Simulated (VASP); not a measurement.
Given:

```
CoS
1.0
    2.83013     0.00000     0.00000
    0.00000     2.83013     0.00000
    0.00000     0.00000     2.83013
Co S
1 1
Direct
  0.00000   0.00000   0.00000
  0.50000   0.50000   0.50000
```
Starting moments (μB, in the order of the record's atoms Co S): 0.7 0.0.

These are PBEsol GGA, VASP's PBE PAW potentials (set 64) (plane waves; VASP) values and carry that method's errors. Settings: 400 eV cut-off, Gaussian smearing of 0.050 eV, potentials Co S.

The moments were started parallel, and other spin orders were not tried in this run.

Q: Give the spin-up energies of bands 2 to 10 at the high-symmetry points, in eV from the Fermi level.

A: 
```csv
band,Γ,X,M,R
2,-3.62,-9.88,-7.36,-7.37
3,-3.62,-3.56,-7.36,-7.37
4,-1.67,-3.56,-3.70,-7.37
5,-1.67,-2.96,-2.16,-0.82
6,-1.67,-1.30,-2.16,-0.82
7,-1.45,-0.81,-0.98,1.22
8,-1.45,2.23,-0.86,1.22
9,-1.45,2.23,0.67,1.22
10,4.58,6.57,1.71,1.55
```

Q: Give the spin-down energies of bands 2 to 10 at the high-symmetry points, in eV from the Fermi level.

A: 
| band | Γ | X | M | R |
|---|---|---|---|---|
| 2 | -3.02 | -9.84 | -7.36 | -7.25 |
| 3 | -3.02 | -3.23 | -7.36 | -7.25 |
| 4 | -1.66 | -3.23 | -3.26 | -7.25 |
| 5 | -1.66 | -2.25 | -1.59 | 0.07 |
| 6 | -1.66 | -0.66 | -1.59 | 0.07 |
| 7 | -0.82 | 0.04 | -0.40 | 1.58 |
| 8 | -0.82 | 2.54 | 0.03 | 1.58 |
| 9 | -0.82 | 2.54 | 0.67 | 1.58 |
| 10 | 4.69 | 6.56 | 2.20 | 1.75 |

It has no gap at this level: it comes out as a metal or semimetal.

The structure was generated: CoS was put into the CsCl type type (Pm-3m), which need not be its known phase. It was relaxed first, which changed the volume by -16 %.
